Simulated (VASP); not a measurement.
```
CELL_PARAMETERS angstrom
      5.13572     0.00000     0.00000
      0.00000     5.13572     0.00000
      0.00000     0.00000    19.53065
ATOMIC_POSITIONS crystal
  Cu 0.25000 0.25000 0.36368
  Cu 0.75000 0.25000 0.36282
  Cu 0.25000 0.75000 0.36282
  Cu 0.75000 0.75000 0.36133
  Cu 0.99698 0.99698 0.45310
  Cu 0.50302 0.99698 0.45310
  Cu 0.99698 0.50302 0.45310
  Cu 0.50302 0.50302 0.45310
  Cu 0.25000 0.25000 0.54098
  Cu 0.75000 0.25000 0.54702
  Cu 0.25000 0.75000 0.54702
  Cu 0.75000 0.75000 0.55027
  Cu 0.00337 0.00337 0.63952
  Cu 0.49663 0.00337 0.63952
  Cu 0.00337 0.49663 0.63952
  Cu 0.49663 0.49663 0.63952
  C  0.25000 0.25000 0.69972
  O  0.25000 0.25000 0.76105
```

These are PBE GGA, VASP's PBE PAW potentials (set 64) (plane waves; VASP) values and carry that method's errors. Run with PREC = Normal, 400 eV cut-off, 5×5×1 Γ-centred mesh, first-order Methfessel-Paxton smearing of 0.10 eV, potentials Cu C O.

Q: Estimate the energy per atom (σ→0), band gap (on the k-mesh) with the smallest direct gap where there is one.

A: 
```yaml
band gap (on the k-mesh): none (metal, semimetal or under 0.01 eV)
energy per atom (σ→0): -3.914 eV/atom
```

The absolute energy has meaning only against runs of the same code, potentials and settings.

The cell is a thin slab with vacuum, built from Cu (fcc): (100) face, CO adsorbed.
